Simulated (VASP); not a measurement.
Here is a VASP 6.6.1 calculation.

The input MgC2.cif:

```cif
data_MgC2
_cell_length_a 3.95077700
_cell_length_b 3.95077700
_cell_length_c 4.98708900
_cell_angle_alpha 90.00000000
_cell_angle_beta 90.00000000
_cell_angle_gamma 90.00000000
_space_group_name_H-M_alt 'P4_2/mnm'
_space_group_name_Hall '-P 4n 2n'
_space_group_IT_number 136
loop_
_space_group_symop_operation_xyz
'x,y,z'
'-x,-y,-z'
'-y+1/2,x+1/2,z+1/2'
'y+1/2,-x+1/2,-z+1/2'
'-x,-y,z'
'x,y,-z'
'y+1/2,-x+1/2,z+1/2'
'-y+1/2,x+1/2,-z+1/2'
'x+1/2,-y+1/2,-z+1/2'
'-x+1/2,y+1/2,z+1/2'
'-y,-x,-z'
'y,x,z'
'-x+1/2,y+1/2,-z+1/2'
'x+1/2,-y+1/2,z+1/2'
'y,x,-z'
'-y,-x,z'
loop_
_atom_site_label
_atom_site_type_symbol
_atom_site_symmetry_multiplicity
_atom_site_Wyckoff_symbol
_atom_site_fract_x
_atom_site_fract_y
_atom_site_fract_z
_atom_site_occupancy
Mg1 Mg 2 b 0.0000000000 0.0000000000 0.5000000000 1
C1 C 4 f 0.3876550000 0.6123450000 0.5000000000 1
```

The input POSCAR:

```
Mg C 
 1.0000000000000000
     3.9507770000000000    0.0000000000000000    0.0000000000000000
     0.0000000000000000    3.9507770000000000    0.0000000000000000
     0.0000000000000000    0.0000000000000000    4.9870890000000001
 Mg  C  
   2   4
Cartesian
  0.0000000000000000  0.0000000000000000  2.4935445000000001
  1.9753885000000000  1.9753885000000000  0.0000000000000000
  1.5315384579350004  2.4192385420650000  2.4935445000000001
  2.4192385420649996  1.5315384579350000  2.4935445000000001
  3.5069269579349998  3.5069269579350002  0.0000000000000000
  0.4438500420649997  0.4438500420649997  0.0000000000000000
```

The input INCAR.step1:

```
SYSTEM = MgC2
ALGO     = Fast           ! electronic algorithm
EDIFF    = 1E-6           ! SCF threshold, eV
ENCUT    = 700            ! plane-wave cutoff, eV
GGA      = PS             ! functional
ISIF     = 2              ! what is computed and relaxed
ISMEAR   = -1             ! smearing method
ISYM     = 0            
IVDW     = 11             ! dispersion correction
LASPH    = .True.         ! aspherical terms in the spheres
LCHARG   = .True.         ! write CHGCAR
LREAL    = .False.        ! projectors in reciprocal space
LWAVE    = .False.        ! write WAVECAR
NBANDS   = 19             ! bands
NELM     = 100            ! most SCF steps
PREC     = Accurate       ! precision mode
SIGMA    = 0.02           ! smearing width, eV
```

KPOINTS.step1

```
k-points
0
Gamma
  7 7 6
  0 0 0
```

The input INCAR.step2:

```
SYSTEM = MgC2
ALGO     = Fast           ! electronic algorithm
EDIFF    = 1E-6           ! SCF threshold, eV
ENCUT    = 700            ! plane-wave cutoff, eV
GGA      = PS             ! functional
ICHARG   = 11             ! starting density
ISIF     = 2              ! what is computed and relaxed
ISMEAR   = 0              ! smearing method
ISYM     = 0            
IVDW     = 11             ! dispersion correction
LASPH    = .True.         ! aspherical terms in the spheres
LCHARG   = .False.        ! write CHGCAR
LREAL    = .False.        ! projectors in reciprocal space
LWAVE    = .False.        ! write WAVECAR
NBANDS   = 19             ! bands
NELM     = 100            ! most SCF steps
PREC     = Accurate       ! precision mode
SIGMA    = 0.05           ! smearing width, eV
```

KPOINTS.step2

```
path GXMGZRAZ,XR,MA
10
line-mode
reciprocal
 0.0000000000  0.0000000000  0.0000000000  G
 0.0000000000  0.5000000000  0.0000000000  X

 0.0000000000  0.5000000000  0.0000000000  X
 0.5000000000  0.5000000000  0.0000000000  M

 0.5000000000  0.5000000000  0.0000000000  M
 0.0000000000  0.0000000000  0.0000000000  G

 0.0000000000  0.0000000000  0.0000000000  G
 0.0000000000  0.0000000000  0.5000000000  Z

 0.0000000000  0.0000000000  0.5000000000  Z
 0.0000000000  0.5000000000  0.5000000000  R

 0.0000000000  0.5000000000  0.5000000000  R
 0.5000000000  0.5000000000  0.5000000000  A

 0.5000000000  0.5000000000  0.5000000000  A
 0.0000000000  0.0000000000  0.5000000000  Z

 0.0000000000  0.5000000000  0.0000000000  X
 0.0000000000  0.5000000000  0.5000000000  R

 0.5000000000  0.5000000000  0.0000000000  M
 0.5000000000  0.5000000000  0.5000000000  A
```

Potentials or basis: VASP PAW PBE potentials, release 64 (Mg, C).

Launch:

```sh
$ ase convert -i cif -o vasp MgC2.cif POSCAR
$ cat potpaw_PBE.64/Mg/POTCAR potpaw_PBE.64/C/POTCAR > POTCAR
$ cp INCAR.step1 INCAR
$ cp KPOINTS.step1 KPOINTS
$ mpirun -np 1 vasp_std > vasp.out
$ cp INCAR.step2 INCAR
$ cp KPOINTS.step2 KPOINTS
$ mpirun -np 1 vasp_std > vasp.out
```

What does it give for the dispersion energy per atom?

-0.105 eV.

Predict the band gap on the k mesh.

2.47 eV, indirect (least direct gap 2.86 eV).

Levels at the corners of the path, in eV from the valence-band top:
```
point  band 7  band 8  band 9  band 10  band 11  band 12  band 13  band 14
    Γ   -1.36   -0.48   -0.41    -0.41     2.46     5.17     5.52     5.52
    X   -1.69   -1.69   -0.33    -0.33     5.27     5.27     5.40     5.40
    X   -1.69   -1.69   -0.33    -0.33     5.27     5.27     5.40     5.40
    M   -1.72   -1.72   -0.99    -0.99     3.80     3.80     6.49     6.49
    M   -1.72   -1.72   -0.99    -0.99     3.80     3.80     6.49     6.49
    Γ   -1.36   -0.48   -0.41    -0.41     2.46     5.17     5.52     5.52
    Γ   -1.36   -0.48   -0.41    -0.41     2.46     5.17     5.52     5.52
    Z   -0.78   -0.78   -0.34    -0.34     3.54     3.54     5.68     5.68
    Z   -0.78   -0.78   -0.34    -0.34     3.54     3.54     5.68     5.68
    R   -1.33   -1.33   -0.73    -0.73     3.96     3.96     6.39     6.39
    R   -1.33   -1.33   -0.73    -0.73     3.96     3.96     6.39     6.39
    A   -2.65   -2.65    0.00     0.00     5.15     5.15     7.59     7.59
    A   -2.65   -2.65    0.00     0.00     5.15     5.15     7.59     7.59
    Z   -0.78   -0.78   -0.34    -0.34     3.54     3.54     5.68     5.68
    X   -1.69   -1.69   -0.33    -0.33     5.27     5.27     5.40     5.40
    R   -1.33   -1.33   -0.73    -0.73     3.96     3.96     6.39     6.39
    M   -1.72   -1.72   -0.99    -0.99     3.80     3.80     6.49     6.49
    A   -2.65   -2.65    0.00     0.00     5.15     5.15     7.59     7.59
```

Caveat: the log is that of the step along the path at fixed density, whose energy, stress, charges and moments have no meaning; the standard files for N, O and F lose accuracy on very short bonds.
